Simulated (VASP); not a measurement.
Here is the system:

```xyz
2
Lattice="2.9900 0.0000 0.0000 0.0000 2.9900 0.0000 0.0000 0.0000 2.9900" Properties=species:S:1:pos:R:3 pbc="T T T"
Ti     0.0000     0.0000     0.0000
Co     1.4950     1.4950     1.4950
```

All values below come from r2SCAN+rVV10, VASP's PBE PAW potentials (set 64) (plane waves; VASP 6.6.1). Settings: 520 eV cut-off, 11×11×11 Γ-centred mesh, first-order Methfessel-Paxton smearing of 0.10 eV, potentials Ti_sv Co.

Energy and stress use the plane-wave basis of the starting cell.

Q: The ions, cell shape and volume are relaxed. Predict the relaxed structure.

A: 
```xyz
2
Lattice="2.9467 0.0000 0.0000 0.0000 2.9467 0.0000 0.0000 0.0000 2.9467" Properties=species:S:1:pos:R:3 pbc="T T T"
Ti     0.0000     0.0000     0.0000
Co     1.4733     1.4733     1.4733
```
Space group Pm-3m (221), at a tolerance of 0.03 Å.

Q: How do energy and volume change from the first to the last step?

A: The energy (σ→0) changes by -15.1 meV/atom and the volume by -4.3 %, in 3 ionic steps.

The compound is TiCo in the CsCl type structure. This run relaxes it. Symmetry was kept, so distortions that lower it aren't found. The run is not spin-polarised, so no magnetic state was tried. The electron count is odd and the run is not spin-polarised, which forces a metal.
